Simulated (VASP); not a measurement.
OSZICAR of a VASP run on TiSe (a trial cell in the wurtzite structure, space group P6_3mc):

**OSZICAR**
```
       N       E                     dE             d eps       ncg     rms          rms(c)
DAV:   1     0.339671672702E+03    0.33967E+03   -0.15917E+04  1088   0.137E+03
DAV:   2     0.203530951550E+02   -0.31932E+03   -0.31460E+03  1086   0.418E+02
DAV:   3    -0.234448759415E+02   -0.43798E+02   -0.43514E+02  1850   0.136E+02
DAV:   4    -0.275481977328E+02   -0.41033E+01   -0.40527E+01  1562   0.337E+01
DAV:   5    -0.278995908020E+02   -0.35139E+00   -0.35089E+00  1460   0.822E+00    0.120E+01
DAV:   6    -0.247317031217E+02    0.31679E+01   -0.45380E+01  1470   0.422E+01    0.558E+00
DAV:   7    -0.243151271939E+02    0.41658E+00   -0.58581E+00  1434   0.171E+01    0.211E+00
DAV:   8    -0.243132821482E+02    0.18450E-02   -0.24708E-01  1504   0.290E+00    0.614E-01
DAV:   9    -0.243143372485E+02   -0.10551E-02   -0.20592E-02  1490   0.116E+00    0.237E-01
DAV:  10    -0.243147400230E+02   -0.40277E-03   -0.95822E-03  1648   0.376E-01    0.116E-01
DAV:  11    -0.243145144818E+02    0.22554E-03   -0.22136E-03  1438   0.257E-01    0.407E-02
DAV:  12    -0.243145441664E+02   -0.29685E-04   -0.13177E-04  1416   0.801E-02    0.115E-02
DAV:  13    -0.243145489036E+02   -0.47372E-05   -0.16123E-05  1466   0.286E-02    0.467E-03
DAV:  14    -0.243145503102E+02   -0.14065E-05   -0.11406E-05  1338   0.179E-02    0.220E-03
DAV:  15    -0.243145497575E+02    0.55267E-06   -0.12851E-06   900   0.731E-03
   1 F= -.24314550E+02 E0= -.24308512E+02  d E =-.120749E-01
```

Which electronic solver shows in the log?

It is blocked Davidson (ALGO = Normal, or the opening steps of other solvers). The INCAR had ALGO = Normal.

Can the final energy be trusted as converged?

Self-consistency was reached. It stopped with EDIFF = 1E-6, NELM = 100 (PBE GGA, plane waves, VASP's PBE PAW potentials (set 64)).

The structure was generated: TiSe was put into the wurtzite type (P6_3mc), which need not be its known phase. The cell was not relaxed at this level. The run is one of a series of settings (KGAMMA = .TRUE., KSPACING = 0.25, KPOINTS file removed against the base run), some of them coarse on purpose.
